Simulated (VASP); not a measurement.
# Ni3Sn4 with LDA: from relaxation to properties, part 3 of 5

Aim: relax Ni3Sn4, then compute properties on the relaxed cell. The start is a cell from a database of measured crystal structures.

VASP 6.6.1; LDA, spin-polarised from a ferromagnetic start; plane waves and PAW (Ni, Sn_d).

So far. Step 3 (Second relaxation): It ends with a largest force of 0.008 eV/Å and a pressure of 0.04 GPa. The volume moved by under 0.01 %: the run met its threshold at the first step. Step 4 (Single point with fields (LDA)): In this run the pressure is 0.05 GPa, small enough to go on.

### Step 5. Bands along the symmetry lines (LDA)

Levels along the symmetry lines show where the bands peak and cross; KPOINTS_OPT computes them in the converged potential.

Input file INCAR:

```
SYSTEM = Ni3Sn4
PREC = Accurate
ENCUT = 400
EDIFF = 1E-06
NELM = 100
ISMEAR = 1
SIGMA = 0.2
LREAL = .FALSE.
ALGO = Normal
GGA = CA
NBANDS = 69
ISPIN = 2
MAGMOM = 1 1 1 0 0 0 0
LASPH = .TRUE.
LMAXMIX = 4
LORBIT = 11
LWAVE = .FALSE.
LCHARG = .FALSE.
KPAR = 4
```

Input file POSCAR:

```
Ni3Sn4
1.0
    0.0000000000      3.9977407496      0.0000000000
   -1.3445199779      0.0000000000      4.9664037693
    5.9920969844     -1.9988703748     -0.0231644024
Ni Sn
3 4
Direct
    0.0000000000      0.0000000000      0.0000000000
    0.2155004518      0.3361600603      0.4310009037
    0.7844995482      0.6638399397      0.5689990963
    0.1712789825      0.8115491995      0.3425579650
    0.8287210175      0.1884508005      0.6574420350
    0.4278773484      0.6861292510      0.8557546968
    0.5721226516      0.3138707490      0.1442453032
```

Input file KPOINTS:

```
Automatic mesh
0
Gamma
5 4 5
0 0 0
```

Input file KPOINTS_OPT:

```
Line mode
12
Line-mode
Reciprocal
  0.50000000   0.00000000   0.00000000 X
  0.00000000   0.00000000   0.00000000 GAMMA

  0.00000000   0.00000000   0.00000000 GAMMA
  0.00000000  -0.50000000   0.00000000 Y

  0.50000000  -0.50000000   0.00000000 L
  0.00000000   0.00000000   0.00000000 GAMMA

  0.00000000   0.00000000   0.00000000 GAMMA
  0.00000000   0.50000000  -0.50000000 Z

  0.50000000   0.50000000  -0.50000000 N
  0.00000000   0.00000000   0.00000000 GAMMA

  0.00000000   0.00000000   0.00000000 GAMMA
  0.00000000   0.00000000  -0.50000000 M

  0.50000000   0.00000000  -0.50000000 R
  0.00000000   0.00000000   0.00000000 GAMMA
```

The projector-augmented-wave data sets are Ni and Sn_d (LDA family, release 64).

Run with:

```console
$ mpirun -np 4 vasp_std
```

The log of the run:

```text
[... set-up lines as in an earlier step ...]
 entering main loop
       N       E                     dE             d eps       ncg     rms          rms(c)
DAV:   1     0.833086197649E+03    0.83309E+03   -0.29775E+04  9878   0.178E+03
DAV:   2     0.111541249988E+03   -0.72154E+03   -0.67812E+03  9108   0.479E+02
DAV:   3    -0.335161034665E+02   -0.14506E+03   -0.14015E+03  9467   0.180E+02
DAV:   4    -0.419166526024E+02   -0.84005E+01   -0.83557E+01 10341   0.495E+01
DAV:   5    -0.421374551765E+02   -0.22080E+00   -0.22073E+00 12052   0.761E+00    0.182E+01
DAV:   6    -0.470965735073E+02   -0.49591E+01   -0.28416E+01 12049   0.546E+01    0.235E+01
DAV:   7    -0.398338681934E+02    0.72627E+01   -0.11600E+01 10709   0.395E+01    0.340E+00
DAV:   8    -0.398163603919E+02    0.17508E-01   -0.11036E+00 11995   0.825E+00    0.345E+00
DAV:   9    -0.398096737327E+02    0.66867E-02   -0.60007E-01 10654   0.986E+00    0.310E+00
DAV:  10    -0.397259090895E+02    0.83765E-01   -0.25196E-01 10830   0.721E+00    0.604E-01
DAV:  11    -0.397257263625E+02    0.18273E-03   -0.31073E-02 10686   0.105E+00    0.225E-01
DAV:  12    -0.397252704221E+02    0.45594E-03   -0.20418E-03 14352   0.282E-01    0.146E-01
DAV:  13    -0.397251252968E+02    0.14513E-03   -0.27476E-04 11291   0.120E-01    0.725E-02
DAV:  14    -0.397250889379E+02    0.36359E-04   -0.62140E-05 11590   0.710E-02    0.345E-02
DAV:  15    -0.397250887188E+02    0.21914E-06   -0.77506E-06 10265   0.175E-02
   1 F= -.39725089E+02 E0= -.39721820E+02  d E =-.980740E-02  mag=    -0.0005
 Start KPOINTS_OPT (optional k-point list driver)
k-point batch [1-33\84]
       N       E                     dE             ncg
DAV:   1     0.243818317871E+05   -0.12504E+05     9851
DAV:   2     0.729678019159E+03   -0.23652E+05     9108
DAV:   3    -0.396403860654E+04   -0.46937E+04     9476
DAV:   4    -0.423538999083E+04   -0.27135E+03    10354
DAV:   5    -0.424290765741E+04   -0.75177E+01    12526
DAV:   6    -0.424311755574E+04   -0.20990E+00    13515
DAV:   7    -0.424312157719E+04   -0.40214E-02    12879
DAV:   8    -0.424312170073E+04   -0.12354E-03    11923
DAV:   9    -0.424312170270E+04   -0.19700E-05     7010
DAV:  10    -0.424312170311E+04   -0.41222E-06     6216
[...]
k-point batch [67-84\84]
       N       E                     dE             ncg
DAV:   1     0.234017692668E+05   -0.46160E+04     5398
DAV:   2     0.104088261805E+05   -0.12993E+05     4968
DAV:   3     0.782316608564E+04   -0.25857E+04     5177
DAV:   4     0.767216832202E+04   -0.15100E+03     5665
DAV:   5     0.766795797406E+04   -0.42103E+01     6824
DAV:   6     0.766783218812E+04   -0.12579E+00     7482
DAV:   7     0.766783012301E+04   -0.20651E-02     6976
DAV:   8     0.766783004161E+04   -0.81399E-04     6519
DAV:   9     0.766783004037E+04   -0.12360E-05     3880
DAV:  10     0.766783004013E+04   -0.23938E-06     3516
```

Run time: 1.9 min. Hardware: 4 MPI ranks of Intel Xeon 6975P-C (Granite Rapids), shared host; peak memory 2.1 GiB; 7.3 min of CPU time.

From OUTCAR (step 5):

```text
   k-points           NKPTS =     33   k-points in BZ     NKDIM =     33   number of bands    NBANDS=     69

   NELECT =      86.0000    total number of electrons

 E-fermi :  10.1774

 spin component 1
 k-point     1 :       0.0000    0.0000    0.0000
  band No.  band energies     occupation
    ...
     39       8.6822      1.00000
     40       8.8482      1.00000
     41       9.3392      1.00000
     42       9.8582      1.02326
     43       9.9577      1.03257
     44      10.7444     -0.00023
     45      11.1295     -0.00000
     46      12.1756     -0.00000
     47      14.5979      0.00000
     48      14.6253      0.00000
    ...

 k-point     2 :       0.2000    0.0000   -0.0000
  band No.  band energies     occupation
    ...
     40       8.7478      1.00000
     41       9.1111      1.00000
     42       9.3002      1.00000
     43       9.4411      1.00000
     44      10.0370      0.96055
     45      11.9999     -0.00000
     46      12.3987     -0.00000
     47      13.3487     -0.00000
     48      14.2258      0.00000
     49      14.7497      0.00000
    ...

  Total        0.0150855      0.0146984      0.0314725      0.0000000      0.0000000     -0.0063960
  in kB        0.2033709      0.1981532      0.4242885      0.0000000      0.0000000     -0.0862260
  external PRESSURE =       0.2752709 kB  Pullay stress =       0.0000000 kB

 POSITION                                       TOTAL-FORCE (eV/Angst)
 -----------------------------------------------------------------------------------
      0.00000      0.00000      0.00000         0.000000      0.000000      0.000000
      2.13063     -0.00000      1.65952         0.007190     -0.000000     -0.001251
      2.51695      1.99887      3.28372        -0.007190      0.000000      0.001251
      0.96150      0.00000      4.02255        -0.001121      0.000000      0.000542
      3.68608      1.99887      0.92069         0.001121     -0.000000     -0.000542
      4.20525      0.00000      3.38777        -0.005945      0.000000      0.004403
      0.44233      1.99887      1.55547         0.005945     -0.000000     -0.004403
 -----------------------------------------------------------------------------------
    total drift:                                0.000000      0.000000      0.000000

  FREE ENERGIE OF THE ION-ELECTRON SYSTEM (eV)
  ---------------------------------------------------
  free  energy   TOTEN  =       -39.7250887188 eV

  energy  without entropy=      -39.7152813186  energy(sigma->0) =      -39.72181959

 magnetization (x)
# of ion       s       p       d       tot
------------------------------------------
    1       -0.000  -0.000  -0.000  -0.000
    2        0.000  -0.000  -0.000  -0.000
    3        0.000  -0.000  -0.000  -0.000
    4       -0.000   0.000   0.000   0.000
    5       -0.000   0.000   0.000   0.000
    6       -0.000   0.000  -0.000   0.000
    7       -0.000   0.000  -0.000   0.000
--------------------------------------------------
tot         -0.000   0.000  -0.000  -0.000

[... 7 parts as in an earlier step ...]

[... 14 further parts left out ...]
```

Spin-orbit coupling is off here; with elements this heavy it splits and shifts levels by tenths of an eV or more. The cell is typed on its shortest vectors, so the axes of tensors and the coordinates of k-points follow the printed cell and not the standard setting.

Numbers from this step:

```
SCF cycles                                        : 15
bands                                             : 69
pressure                                          : 0.02753 GPa
moment of the cell, from the last line of the log : 0 μB
```

Both spin channels agree. Electronic bands along the path, in eV, zero at the Fermi level; # counts the bands kept, so #1 is VASP's band 21:

```
          point    #20    #21    #22    #23    #24   #25   #26   #27
              X  -1.51  -1.40  -1.11  -0.99  -0.51  0.34  1.01  2.43
0.45 of the way  -1.38  -1.22  -1.07  -0.81  -0.16  1.47  1.54  2.72
              Γ  -1.33  -0.84  -0.32  -0.22   0.57  0.95  2.00  4.42
0.55 of the way  -0.95  -0.24  -0.09   0.05   1.27  1.30  2.58  2.70
              Y  -1.11  -0.16   0.26   1.14   1.70  2.51  2.97  3.10
      jump to L  -1.39  -1.29  -1.21  -0.45  -0.24  0.41  2.78  3.12
0.55 of the way  -1.22  -0.99  -0.94  -0.23   0.00  1.68  2.50  2.87
              Γ  -1.33  -0.84  -0.32  -0.22   0.57  0.95  2.00  4.42
0.45 of the way  -0.86  -0.63  -0.18   0.98   1.40  1.74  2.21  2.76
              Z  -1.01   0.59   0.78   0.95   1.00  1.52  2.19  2.98
      jump to N  -1.39  -1.29  -1.21  -0.45  -0.24  0.41  2.78  3.12
0.45 of the way  -1.31  -1.05  -1.02  -0.65   0.43  1.81  2.23  3.00
              Γ  -1.33  -0.84  -0.32  -0.22   0.57  0.95  2.00  4.42
0.55 of the way  -1.18  -1.01  -0.79   0.24   0.58  1.99  2.58  2.95
              M  -1.20  -1.07  -0.68   0.34   1.01  1.90  2.62  3.31
      jump to R  -1.51  -1.40  -1.11  -0.99  -0.51  0.34  1.01  2.43
0.55 of the way  -1.41  -1.13  -0.95  -0.77  -0.14  1.70  1.95  3.01
              Γ  -1.33  -0.84  -0.32  -0.22   0.57  0.95  2.00  4.42
```

Of the projections kept (Ni, Sn), the largest for each band there; the rest of the weight can lie on other orbitals:

```
point      #20      #21      #22      #23      #24      #25      #26      #27
    X  Ni 0.97  Ni 0.96  Ni 0.70  Ni 0.89  Ni 0.76  Ni 0.69  Ni 0.61  Ni 0.53
    Γ  Ni 0.90  Ni 0.97  Ni 0.76  Ni 0.64  Ni 0.58  Sn 0.66  Sn 0.56  Ni 0.52
    Y  Ni 0.92  Ni 0.87  Sn 0.55  Sn 0.74  Ni 0.50  Sn 0.62  Sn 0.56  Sn 0.64
    L  Ni 0.93  Ni 0.96  Ni 0.99  Ni 0.77  Ni 0.70  Ni 0.72  Sn 0.65  Sn 0.62
    Γ  Ni 0.90  Ni 0.97  Ni 0.76  Ni 0.64  Ni 0.58  Sn 0.66  Sn 0.56  Ni 0.52
    Z  Ni 0.97  Ni 0.55  Ni 0.60  Sn 0.77  Ni 0.62  Sn 0.77  Sn 0.61  Sn 0.60
```

There is no gap at this level.

### Step 6. Total and projected DOS (LDA)

A density of states needs more k-points than a total energy; ISMEAR = -5 takes tetrahedra, and LORBIT projects the states on the PAW spheres. The mesh is finer than in the run before.

Changes to INCAR since step 5:

```diff
@@ -5,3 +5,3 @@
 NELM = 100
-ISMEAR = 1
+ISMEAR = -5
 SIGMA = 0.2
@@ -19 +19,2 @@
 KPAR = 4
+NEDOS = 2001
```

POSCAR is that of step 5.

Input file KPOINTS:

```
Automatic mesh
0
Gamma
8 6 8
0 0 0
```

Run with:

```console
$ mpirun -np 4 vasp_std
```

The log of the run:

```text
[... set-up lines as in an earlier step ...]
 entering main loop
       N       E                     dE             d eps       ncg     rms          rms(c)
DAV:   1     0.835782545707E+03    0.83578E+03   -0.29732E+04 34004   0.178E+03
DAV:   2     0.112451058338E+03   -0.72333E+03   -0.67985E+03 31464   0.480E+02
DAV:   3    -0.333763784404E+02   -0.14583E+03   -0.14094E+03 32688   0.181E+02
DAV:   4    -0.419180117449E+02   -0.85416E+01   -0.84950E+01 35720   0.498E+01
DAV:   5    -0.421422358000E+02   -0.22422E+00   -0.22420E+00 41497   0.767E+00    0.183E+01
DAV:   6    -0.471857658416E+02   -0.50435E+01   -0.28846E+01 41872   0.546E+01    0.234E+01
DAV:   7    -0.398983436686E+02    0.72874E+01   -0.11687E+01 36970   0.397E+01    0.340E+00
DAV:   8    -0.398791732261E+02    0.19170E-01   -0.11414E+00 41320   0.816E+00    0.347E+00
DAV:   9    -0.398685477939E+02    0.10625E-01   -0.59104E-01 37497   0.964E+00    0.305E+00
DAV:  10    -0.397880547256E+02    0.80493E-01   -0.25760E-01 37350   0.725E+00    0.572E-01
DAV:  11    -0.397877824416E+02    0.27228E-03   -0.31908E-02 36359   0.109E+00    0.219E-01
DAV:  12    -0.397872656729E+02    0.51677E-03   -0.23075E-03 47291   0.297E-01    0.145E-01
DAV:  13    -0.397871118605E+02    0.15381E-03   -0.29171E-04 38631   0.116E-01    0.778E-02
DAV:  14    -0.397871051260E+02    0.67345E-05   -0.58322E-05 41045   0.656E-02    0.353E-02
DAV:  15    -0.397871097737E+02   -0.46477E-05   -0.99064E-06 35958   0.201E-02    0.149E-02
DAV:  16    -0.397871032964E+02    0.64773E-05   -0.15858E-06 26106   0.117E-02    0.856E-03
DAV:  17    -0.397870988834E+02    0.44131E-05   -0.59670E-07 19062   0.742E-03    0.215E-03
DAV:  18    -0.397870987408E+02    0.14257E-06   -0.36439E-07 18732   0.442E-03
   1 F= -.39787099E+02 E0= -.39787099E+02  d E =0.000000E+00  mag=     0.0000
 -----------------------------------------------------------------------------
|                                                                             |
|           W    W    AA    RRRRR   N    N  II  N    N   GGGG   !!!           |
|           W    W   A  A   R    R  NN   N  II  NN   N  G    G  !!!           |
|           W    W  A    A  R    R  N N  N  II  N N  N  G       !!!           |
|           W WW W  AAAAAA  RRRRR   N  N N  II  N  N N  G  GGG   !            |
|           WW  WW  A    A  R   R   N   NN  II  N   NN  G    G                |
|           W    W  A    A  R    R  N    N  II  N    N   GGGG   !!!           |
|                                                                             |
|     Tetrahedron method does not include variations of the Fermi             |
|     occupations, so forces and stress will be inaccurate. We suggest        |
|     using a different smearing scheme ISMEAR = 1 or 2 for metals in         |
|     relaxations.                                                            |
|                                                                             |
 -----------------------------------------------------------------------------
```

Wall time 3 min (4 MPI ranks); peak memory 3.2 GiB; 11 min of CPU time.

Parts of OUTCAR (step 6):

```text
   k-points           NKPTS =    114   k-points in BZ     NKDIM =    114   number of bands    NBANDS=     69

   NELECT =      86.0000    total number of electrons

 E-fermi :  10.1995

 spin component 1
 k-point     1 :       0.0000    0.0000    0.0000
  band No.  band energies     occupation
    ...
     39       8.6926      1.00000
     40       8.8559      1.00000
     41       9.3507      1.00000
     42       9.8605      1.00000
     43       9.9642      0.91859
     44      10.7429     -0.03899
     45      11.1295      0.00000
     46      12.1776      0.00000
     47      14.6013      0.00000
     48      14.6262      0.00000
    ...

 k-point     2 :       0.1250    0.0000   -0.0000
  band No.  band energies     occupation
    ...
     39       8.7091      1.00000
     40       8.8013      1.00000
     41       9.2750      1.00000
     42       9.4861      1.00000
     43       9.6684      1.03215
     44      10.0874      0.46268
     45      12.0321      0.00000
     46      12.9954      0.00000
     47      13.7542      0.00000
     48      14.0828      0.00000
    ...

  Total        0.0753258     -0.2814987     -0.3188189      0.0000000      0.0000000      0.2530863
  in kB        1.0154857     -3.7949522     -4.2980741      0.0000000      0.0000000      3.4119174
  external PRESSURE =      -2.3591802 kB  Pullay stress =       0.0000000 kB

 POSITION                                       TOTAL-FORCE (eV/Angst)
 -----------------------------------------------------------------------------------
      0.00000      0.00000      0.00000         0.000000     -0.000000      0.000000
      2.13063     -0.00000      1.65952         0.005057      0.000000      0.021343
      2.51695      1.99887      3.28372        -0.005057      0.000000     -0.021343
      0.96150      0.00000      4.02255         0.046179      0.000000     -0.012226
      3.68608      1.99887      0.92069        -0.046179     -0.000000      0.012226
      4.20525      0.00000      3.38777        -0.066560     -0.000000      0.049718
      0.44233      1.99887      1.55547         0.066560      0.000000     -0.049718
 -----------------------------------------------------------------------------------
    total drift:                                0.000000     -0.000000      0.000000

  FREE ENERGIE OF THE ION-ELECTRON SYSTEM (eV)
  ---------------------------------------------------
  free  energy   TOTEN  =       -39.7870987408 eV

  energy  without entropy=      -39.7870987408  energy(sigma->0) =      -39.78709874

 magnetization (x)
# of ion       s       p       d       tot
------------------------------------------
    1       -0.000   0.000  -0.000  -0.000
    2        0.000   0.000  -0.000   0.000
    3        0.000   0.000  -0.000   0.000
    4       -0.000   0.000   0.000  -0.000
    5       -0.000   0.000   0.000  -0.000
    6       -0.000   0.000   0.000   0.000
    7       -0.000   0.000   0.000   0.000
--------------------------------------------------
tot         -0.000   0.000  -0.000   0.000

[... 6 parts as in an earlier step ...]

[... 15 further parts left out ...]
```

With tetrahedra the forces and stress of a metal are not exact derivatives of the energy.

This step gave:

```yaml
scf_cycles: 18
irreducible_k_points: 114
free_energy_toten: -39.79 eV
fermi_energy: 10.20 eV
pressure: -0.2359 GPa
dos_at_the_fermi_level: 2.773 states/eV/cell
```

The density of states has structure finer than the step of the table below, so its rows give means over 0.5 eV, whole bins alone (the curve runs from -12.0 to 3.95 eV). Peaks (eV: height): total -2.70: 18.5, -2.28: 19.2, -2.03: 13.8, -1.61: 14.7; Ni d -2.70: 13.4, -2.28: 15.2, -2.03: 11.3, -1.61: 12.8; Sn p -3.21: 1.39, -2.87: 1.37, -2.70: 1.59, -2.37: 1.20; Ni p -7.76: 0.121, -2.70: 0.586, -2.37: 0.496, -0.76: 0.273; Sn s -8.35: 1.00, -7.76: 1.23, -7.25: 0.987, -6.66: 1.17.

States under -12.0 eV and over 4.0 eV are left out; both spin channels agree and are summed. Density of states against energy, zero at the Fermi level; means over each step; values in states/eV/cell:

```
energy (eV)  total     Ni d     Sn p     Ni p    Sn s    Ni s
      -11.5  0.473        0  0.00835  0.00455   0.230  0.0664
      -11.0  0.763  0.00118   0.0245   0.0136   0.364  0.0993
      -10.5  0.971  0.00364   0.0418   0.0260   0.461   0.110
      -10.0   1.08  0.00703   0.0552   0.0388   0.519  0.0987
       -9.5   1.38   0.0157   0.0810   0.0579   0.664   0.107
       -9.0   1.44   0.0284   0.0940   0.0653   0.693   0.100
       -8.5   1.83   0.0517    0.118   0.0947   0.902   0.109
       -8.0   2.06   0.0925    0.125    0.106    1.04   0.101
       -7.5   1.87    0.114    0.117   0.0963   0.939  0.0875
       -7.0   1.79    0.156    0.121   0.0833   0.883  0.0819
       -6.5   1.75    0.213    0.112   0.0786   0.874  0.0562
       -6.0  0.653   0.0870   0.0790   0.0285   0.253  0.0370
       -5.5   1.04    0.116    0.285   0.0452  0.0891   0.145
       -5.0   2.33    0.365    0.642    0.105   0.163   0.286
       -4.5   3.46    0.850    0.911    0.139   0.214   0.295
       -4.0   3.18     1.09    0.753    0.130   0.156   0.201
       -3.5   4.87     2.27    0.998    0.200   0.129   0.160
       -3.0   9.15     5.79     1.25    0.298   0.127   0.142
       -2.5   14.2     10.8     1.06    0.399  0.0843  0.0628
       -2.0   12.2     9.95    0.664    0.191  0.0588  0.0703
       -1.5   12.3     10.5    0.513    0.174   0.105  0.0728
       -1.0   7.68     5.70    0.617    0.248   0.167  0.0698
       -0.5   3.98     2.14    0.659    0.233   0.140  0.0586
        0.0   2.88     1.25    0.593    0.199   0.147  0.0585
        0.5   2.21    0.889    0.455    0.131   0.205  0.0522
        1.0   2.51    0.909    0.543    0.143   0.282  0.0694
        1.5   2.51    0.786    0.585    0.135   0.300  0.0904
        2.0   2.75    0.709    0.729    0.147   0.304   0.101
        2.5   2.71    0.598    0.766    0.148   0.271   0.110
        3.0   2.81    0.520    0.775    0.161   0.226   0.163
        3.5   3.06    0.488    0.851    0.186   0.191   0.190
```

Force by atom:

```
atom  x (eV/Å)  y (eV/Å)  z (eV/Å)    size
 Ni1    0.0000    0.0000    0.0000  0.0000
 Ni2    0.0051    0.0000    0.0213  0.0219
 Ni3   -0.0051    0.0000   -0.0213  0.0219
 Sn4    0.0462    0.0000   -0.0122  0.0478
 Sn5   -0.0462    0.0000    0.0122  0.0478
 Sn6   -0.0666    0.0000    0.0497  0.0831
 Sn7    0.0666    0.0000   -0.0497  0.0831
```

The finer mesh and the other smearing move the Fermi level by +0.02 eV from the 5×4×5 run, a small shift, which tests the Fermi level alone. Of the states within 0.3 eV of the Fermi level, the largest shares in the PAW spheres are Ni d 43 %, Sn p 20 % and Ni p 7 %. The rest lies in smaller channels or between the spheres.

(Continued in part 4 of 5.)

[Lines on the potential files, build, host, timing and source positions are cut from VASP's logs without a mark.]

[Logs are printed without paths, hosts, clocks, repeated set-up lines and the standing remarks that a program may print on its own settings, such as how far it seeks lower states.]

[Hosts, paths, dates, database ids (printed as entryN), source tags and the programs' standing remarks are cut or masked in the printed files.]

[A measured line is paired with the nearest computed mode of its activity, which favours agreement.]
